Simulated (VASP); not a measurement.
Consider the following.

```yaml
crystal:
  lattice:
    - [2.38623, 1.37769, 4.34191]
    - [-2.38623, 1.37769, 4.34191]
    - [0.00000, -2.75538, 4.34191]
  atoms:
    - { symbol: Al, position: [0.14791, 0.14791, 0.14791] }
    - { symbol: Al, position: [0.85209, 0.85209, 0.85209] }
    - { symbol: Al, position: [0.35209, 0.35209, 0.35209] }
    - { symbol: Al, position: [0.64791, 0.64791, 0.64791] }
    - { symbol: O, position: [0.94414, 0.55586, 0.25000] }
    - { symbol: O, position: [0.05586, 0.44414, 0.75000] }
    - { symbol: O, position: [0.25000, 0.94414, 0.55586] }
    - { symbol: O, position: [0.75000, 0.05586, 0.44414] }
    - { symbol: O, position: [0.55586, 0.25000, 0.94414] }
    - { symbol: O, position: [0.44414, 0.75000, 0.05586] }
```

All values below come from PBEsol GGA, VASP's PBE PAW potentials (set 64) (plane waves; VASP 6.6.1). Numerical set-up: 520 eV cut-off, Gaussian smearing of 0.050 eV, potentials Al O.

Question: Give the energies of bands 13 to 26 at the high-symmetry points, in eV from the valence-band maximum.

Answer: 
```
band      Γ      T     H2      L     S0      F
----  -----  -----  -----  -----  -----  -----
13    -4.35  -4.09  -3.55  -3.44  -3.76  -3.79
14    -3.32  -4.09  -3.55  -3.44  -3.02  -3.27
15    -2.94  -2.25  -2.11  -2.20  -2.70  -2.54
16    -1.41  -2.25  -2.11  -2.20  -2.03  -2.31
17    -1.41  -2.00  -1.86  -1.54  -1.62  -1.78
18    -1.28  -2.00  -1.86  -1.54  -1.49  -1.53
19    -1.28  -2.00  -1.18  -1.31  -1.26  -1.36
20    -0.49  -2.00  -1.18  -1.31  -1.10  -1.29
21    -0.49  -0.36  -0.84  -0.90  -0.87  -1.01
22    -0.03  -0.36  -0.84  -0.90  -0.85  -0.90
23    -0.03  -0.36  -0.49  -0.26  -0.55  -0.73
24     0.00  -0.36  -0.49  -0.26  -0.27  -0.24
25     6.04   8.49   9.52   9.27   9.34   9.43
26     8.92   8.49   9.52   9.27   9.35   9.55
```

The gap is direct, 6.04 eV, from the valence maximum at Γ to the conduction minimum at Γ.

The structure comes from a computed database's Al2O3 entry (R-3c); how it stands against other phases isn't given here. It was relaxed first.
